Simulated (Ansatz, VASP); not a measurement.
# Cross-check of PtSe2 (1T-PtSe2 3 layers, AB) between VASP and Ansatz, part 2 of 2

One calculation is typed for both programs; each brings its own data sets. How far apart do they land? The structure shown is the start of the Ansatz relaxation below; VASP solves that cell, so the two are compared at the walk's first step.

VASP 6.6.1 and Ansatz 0.2.0.

So far: The structure; Ansatz: relaxation, PBE with D3(BJ).

## 3. VASP: single point, PBE with D3(BJ), start cell

Level of this step: PBE with D3(BJ); plane waves and PAW (Se, Pt) (VASP).

The same cell, functional, mesh and smearing now go to VASP, with its own data sets.

Lines of VASP's logs that name or quote its potential files are left out, and so is its time.

INCAR reads:

```
SYSTEM = PtSe2
PREC = Accurate
ENCUT = 400
EDIFF = 1E-06
NELM = 120
ISMEAR = -1
SIGMA = 0.05
LREAL = .FALSE.
ALGO = Normal
GGA = PE
IVDW = 12
NBANDS = 42
LASPH = .TRUE.
LORBIT = 11
LWAVE = .FALSE.
LCHARG = .FALSE.
ISIF = 2
LDIPOL = .TRUE.
IDIPOL = 3
DIPOL = 0.5 0.5 0.5
LVHAR = .TRUE.
GGA_COMPAT = .FALSE.
EFERMI = MIDGAP
NELMDL = -8
KPAR = 2
```

POSCAR reads:

```
PtSe2
1.0
    3.7500000000      0.0000000000      0.0000000000
   -1.8750000000      3.2475950000      0.0000000000
    0.0000000000      0.0000000000     57.0031530000
Se Pt
6 3
Direct
    0.6666667180      0.3333334360      0.3859435635
    0.3333334360      0.6666668719      0.4257258892
    0.0000000000      0.0000000000      0.4801088459
    0.6666667180      0.3333334360      0.5198911716
    0.6666667180      0.3333334360      0.5742741283
    0.3333334360      0.6666668719      0.6140564365
    0.0000000000      0.0000000000      0.4058347264
    0.3333334360      0.6666668719      0.5000000088
    0.0000000000      0.0000000000      0.5941652736
```

KPOINTS reads:

```
Automatic mesh
0
Gamma
12 12 1
0 0 0
```

PAW data sets: Se and Pt (PBE family, release 64).

Run with:

```sh
$ mpirun -np 2 vasp_std
```

Numbers of over 12 decimals in the logs are rounded to 6 here.

What it wrote:

```text
[banner, memory and clock lines left out]
running    2 mpi-ranks, on    1 nodes
 distrk:  each k-point on    1 cores,    2 groups
 distr:  one band on    1 cores,    1 groups

 POSCAR found type information on POSCAR SePt
 POSCAR found :  2 types and       9 ions
 LDA part: xc-table for (Slater+PW92), standard interpolation
|                                                                             |
|           W    W    AA    RRRRR   N    N  II  N    N   GGGG   !!!           |
|           W    W   A  A   R    R  NN   N  II  NN   N  G    G  !!!           |
|           W    W  A    A  R    R  N N  N  II  N N  N  G       !!!           |
|           W WW W  AAAAAA  RRRRR   N  N N  II  N  N N  G  GGG   !            |
|           WW  WW  A    A  R   R   N   NN  II  N   NN  G    G                |
|           W    W  A    A  R    R  N    N  II  N    N   GGGG   !!!           |
|                                                                             |
|     One of the lattice vectors is very long (>50 A), but AMIN is rather     |
|     large. This can spoil convergence since charge sloshing might occur     |
|     along the long lattice vector. If problems with convergence are         |
|     observed, try to decrease AMIN to a smaller value (e.g. 0.01).          |
|     Note: This warning only applies if the self-consistency cycle is        |
|     used.                                                                   |
|                                                                             |

 POSCAR, INCAR and KPOINTS ok, starting setup
 FFT: planning ... GRIDC
 FFT: planning ... GRID_SOFT
 FFT: planning ... GRID
 WAVECAR not read
 entering main loop
       N       E                     dE             d eps       ncg     rms          rms(c)
DAV:   1     0.516579785240E+03    0.51658E+03   -0.19836E+04  1636   0.957E+02
DAV:   2     0.242556518463E+02   -0.49232E+03   -0.47051E+03  2360   0.207E+02
DAV:   3    -0.421803761795E+02   -0.66436E+02   -0.65408E+02  1958   0.844E+01
DAV:   4    -0.439956700654E+02   -0.18153E+01   -0.17889E+01  1926   0.155E+01
DAV:   5    -0.440480752623E+02   -0.52405E-01   -0.52309E-01  1988   0.251E+00
DAV:   6    -0.440497298567E+02   -0.16546E-02   -0.16535E-02  2012   0.458E-01
DAV:   7    -0.440497908756E+02   -0.61019E-04   -0.61009E-04  2208   0.838E-02
DAV:   8    -0.440497926013E+02   -0.17257E-05   -0.17251E-05  1788   0.121E-02    0.257E+01
DAV:   9    -0.420106570133E+02    0.20391E+01   -0.13105E+01  1704   0.242E+01    0.149E+01
DAV:  10    -0.417693296441E+02    0.24133E+00   -0.44189E+00  1702   0.149E+01    0.585E+00
DAV:  11    -0.415279366294E+02    0.24139E+00   -0.42736E-01  1716   0.513E+00    0.137E+00
DAV:  12    -0.415146722944E+02    0.13264E-01   -0.14625E-01  1818   0.266E+00    0.401E-01
DAV:  13    -0.415148719661E+02   -0.19967E-03   -0.30530E-02  1904   0.113E+00    0.305E-01
DAV:  14    -0.415151776507E+02   -0.30568E-03   -0.31077E-03  1916   0.218E-01    0.336E-01
DAV:  15    -0.415153415917E+02   -0.16394E-03   -0.17880E-04  2096   0.105E-01    0.340E-01
DAV:  16    -0.415159774455E+02   -0.63585E-03   -0.34629E-03  1938   0.388E-01    0.518E-01
DAV:  17    -0.415165477317E+02   -0.57029E-03   -0.14931E-03  1994   0.313E-01    0.555E-01
DAV:  18    -0.415166812465E+02   -0.13351E-03   -0.39142E-04  1768   0.752E-02    0.583E-01
DAV:  19    -0.415167694077E+02   -0.88161E-04   -0.19017E-05  2002   0.206E-02    0.611E-01
DAV:  20    -0.415168826105E+02   -0.11320E-03   -0.11513E-05  1818   0.149E-02    0.644E-01
DAV:  21    -0.415169222968E+02   -0.39686E-04   -0.17029E-06  1416   0.633E-03    0.649E-01
DAV:  22    -0.415169492870E+02   -0.26990E-04   -0.84353E-07  1128   0.396E-03    0.654E-01
DAV:  23    -0.415169696752E+02   -0.20388E-04   -0.34207E-07  1098   0.308E-03    0.657E-01
DAV:  24    -0.415169696008E+02    0.74399E-07   -0.10968E-07   986   0.136E-03
   1 F= -.45013184E+02 E0= -.45008959E+02  d E =-.844890E-02
```

OUTCAR, selected parts (step 3):

```text
ion  position               nearest neighbor table
   1  0.667  0.333  0.386-   7 2.44   7 2.44   7 2.44
   2  0.333  0.667  0.426-   7 2.44   7 2.44   7 2.44
   3  0.000  0.000  0.480-   8 2.44   8 2.44   8 2.44
   4  0.667  0.333  0.520-   8 2.44   8 2.44   8 2.44
   5  0.667  0.333  0.574-   9 2.44   9 2.44   9 2.44
   6  0.333  0.667  0.614-   9 2.44   9 2.44   9 2.44
   7  0.000  0.000  0.406-   1 2.44   2 2.44   2 2.44   1 2.44   1 2.44   2 2.44
   8  0.333  0.667  0.500-   4 2.44   3 2.44   3 2.44   4 2.44   4 2.44   3 2.44
   9  0.000  0.000  0.594-   5 2.44   5 2.44   5 2.44   6 2.44   6 2.44   6 2.44

  LATTYP: Found a hexagonal cell.
 ALAT       =     3.7500000000
 C/A-ratio  =    15.2008408000

 Subroutine GETGRP returns: Found  6 space group operations
 (whereof  6 operations were pure point group operations)

The static configuration has the point symmetry C_3v.

 Found     19 irreducible k-points:

   k-points           NKPTS =     19   k-points in BZ     NKDIM =     19   number of bands    NBANDS=     42

   dimension x,y,z NGX =    24 NGY =   24 NGZ =  378
   dimension x,y,z NGXF=    48 NGYF=   48 NGZF=  756

   ENCUT  =  400.0 eV  29.40 Ry    5.42 a.u.   6.12  6.12 92.96*2*pi/ulx,y,z

   NELECT =      66.0000    total number of electrons

 k-points in reciprocal lattice and weights: Automatic mesh
   0.00000000  0.00000000  0.00000000       0.007
   0.08333333  0.00000000  0.00000000       0.042
   0.16666667  0.00000000  0.00000000       0.042
   0.25000000  0.00000000  0.00000000       0.042
   0.33333333  0.00000000  0.00000000       0.042
   0.41666667  0.00000000  0.00000000       0.042
   0.50000000  0.00000000  0.00000000       0.021
   0.08333333  0.08333333  0.00000000       0.042
   0.16666667  0.08333333  0.00000000       0.083
[...]
0.33333333  0.25000000  0.00000000       0.083
   0.33333333  0.33333333  0.00000000       0.014

 dipolmoment           0.000000      0.000000     -0.006749 electrons x Angstroem

 average (electrostatic) potential at core
       1 -60.9341       2 -60.9289       3 -61.0540       4 -61.0605       5 -61.0591
       6 -60.9234       7 -77.1508       8 -77.1986       9 -77.1751

 E-fermi :  -1.6817

 k-point     1 :       0.0000    0.0000    0.0000
  band No.  band energies     occupation
    ...
     29      -3.0700      2.00000
     30      -2.9891      2.00000
     31      -2.9891      2.00000
     32      -2.8979      2.00000
     33      -2.3067      1.99999
     34       0.3139      0.00000
     35       0.3139      0.00000
     36       0.5471      0.00000
     37       0.5471      0.00000
     38       0.6035      0.00000
    ...

 k-point     2 :       0.0833    0.0000    0.0000
  band No.  band energies     occupation
    ...
     29      -3.0606      2.00000
     30      -3.0042      2.00000
     31      -2.9501      2.00000
     32      -2.4902      2.00000
     33      -2.0890      1.99942
     34      -0.2555      0.00000
     35       0.0031      0.00000
     36       0.1143      0.00000
     37       0.1718      0.00000
     38       0.4007      0.00000
    ...

 k-point     3 :       0.1667    0.0000    0.0000
  band No.  band energies     occupation
    ...
     29      -3.1408      2.00000
     30      -2.9987      2.00000
     31      -2.9157      2.00000
     32      -2.3268      2.00000
     33      -1.8023      1.83570
     34      -1.1127      0.00002
     35      -0.9117      0.00000
     36      -0.7191      0.00000
     37      -0.0625      0.00000
     38       0.1688      0.00000
    ...

 Edisp (eV)   -3.49621

  Total      13.45439    13.45439    16.29023     0.00000    -0.00000     0.00000
  in kB      31.05150    31.05149    37.59636     0.00000    -0.00000     0.00000
  external pressure =       33.23 kB  Pullay stress =        0.00 kB

  energy-cutoff  :      400.00
  volume of cell :      694.21
      direct lattice vectors                 reciprocal lattice vectors
     3.750000000  0.000000000  0.000000000     0.266666667  0.153960084  0.000000000
    -1.875000000  3.247595000  0.000000000     0.000000000  0.307920169  0.000000000
     0.000000000  0.000000000 57.003153000     0.000000000  0.000000000  0.017542889

 POSITION                                       TOTAL-FORCE (eV/Angst)
 -----------------------------------------------------------------------------------
      1.87500      1.08253     22.00000         0.000000     -0.000000     -2.141699
      0.00000      2.16506     24.26772        -0.000000      0.000000      2.107068
      0.00000      0.00000     27.36772        -0.000000     -0.000000     -2.098484
      1.87500      1.08253     29.63544         0.000000     -0.000000      1.659332
      1.87500      1.08253     32.73544         0.000000     -0.000000     -1.678117
      0.00000      2.16506     35.00315         0.000000      0.000000      2.127072
      0.00000      0.00000     23.13386        -0.000000      0.000000      0.076963
      0.00000      2.16506     28.50158        -0.000000     -0.000000     -0.000328
      0.00000      0.00000     33.86929        -0.000000     -0.000000     -0.051807
 -----------------------------------------------------------------------------------
    total drift:                               -0.000001     -0.000886      0.052985

  FREE ENERGIE OF THE ION-ELECTRON SYSTEM (eV)
  ---------------------------------------------------
  free  energy   TOTEN  =       -45.0131838123 eV

  energy  without entropy=      -45.0047349109  energy(sigma->0) =      -45.00895936

 vacuum level on the upper side and lower side of the slab         2.930         3.030

 total charge
# of ion       s       p       d       tot
------------------------------------------
    1        1.477   2.297   0.077   3.851
    2        1.479   2.291   0.078   3.849
    3        1.481   2.289   0.079   3.850
    4        1.488   2.281   0.081   3.850
    5        1.488   2.286   0.081   3.855
    6        1.478   2.284   0.078   3.840
    7        0.723   0.818   8.090   9.631
    8        0.722   0.814   8.103   9.638
    9        0.722   0.815   8.098   9.635
--------------------------------------------------
tot         11.058  16.176  24.764  51.998

[... 3 further parts left out ...]
```

## 4. Side by side

Known differences besides the potentials themselves: Ansatz cuts the interaction across the vacuum, VASP repeats the sheet with a dipole correction; the data sets hold 150 valence electrons in Ansatz (on its default PAW (the set named soft_2) files) and 66 in VASP; the cutoff is 420 eV in Ansatz and 400 eV in VASP. Total energies have different zeros and are not compared.

Forces (eV/Å; atoms numbered as in POSCAR):

```
atom        Ansatz x, y, z          VASP x, y, z
 Se1  0.000, 0.000, -2.133  0.000, 0.000, -2.142
 Se2   0.000, 0.000, 2.106   0.000, 0.000, 2.107
 Se3  0.000, 0.000, -2.093  0.000, 0.000, -2.098
 Se4   0.000, 0.000, 1.651   0.000, 0.000, 1.659
 Se5  0.000, 0.000, -1.660  0.000, 0.000, -1.678
 Se6   0.000, 0.000, 2.114   0.000, 0.000, 2.127
 Pt7   0.000, 0.000, 0.082   0.000, 0.000, 0.077
 Pt8  0.000, 0.000, -0.010   0.000, 0.000, 0.000
 Pt9  0.000, 0.000, -0.058  0.000, 0.000, -0.052
```

The forces differ by 5.7 meV/Å r.m.s., which is 0.6 % of the r.m.s. force of 0.934 eV/Å (both taken over all components). VASP's last cycles still show a density residual of 7e-02, so its state may not be settled. With vacuum in the cell, a pressure given here is an average over mostly empty space and none of the material.

## 5. What came out

| Item | Value |
| --- | --- |
| r.m.s. force difference (single point, PBE with D3(BJ), start cell) | 0.61 % of the r.m.s. force |

What this shows: The r.m.s. force difference is 0.61 % of the r.m.s. force (single point, PBE with D3(BJ), start cell), within the 3 % picked in this series as the mark of a large difference. The data sets hold unlike numbers of valence electrons (150 in Ansatz and 66 in VASP), so part of the differences comes from the potentials. 1 further run of this series is not shown here. Such differences can come from data sets, numerical settings and the points named under the comparisons, not from the functional's error against experiment.

[Lines on the potential files, build, host, timing and source positions are cut from VASP's logs without a mark.]

[Logs are printed without paths, hosts, clocks, repeated set-up lines and the standing remarks that a program may print on its own settings, such as how far it seeks lower states.]

[Hosts, paths, dates, database ids (printed as entryN), source tags and the programs' standing remarks are cut or masked in the printed files.]
